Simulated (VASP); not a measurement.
```
CELL_PARAMETERS angstrom
     -1.60767     1.60767     1.60767
      1.60767    -1.60767     1.60767
      1.60767     1.60767    -1.60767
ATOMIC_POSITIONS crystal
  Mo 0.00000 0.00000 0.00000
```

Computed with TPSS meta-GGA, VASP's PBE PAW potentials (set 64) (plane waves; VASP). Numerical set-up: 520 eV cut-off, 16×16×16 Γ-centred mesh, first-order Methfessel-Paxton smearing of 0.10 eV, potentials Mo_sv.

Task: Give the stress tensor in GPa (positive for a compressed cell).

Result: 
```
-14.57    0.00    0.00
  0.00  -14.57    0.00
  0.00    0.00  -14.57
```
The pressure is its mean diagonal, -14.57 GPa.

The compound is Mo in the bcc structure. This cell is one point of a volume scan, at 1.06 of the reference volume.
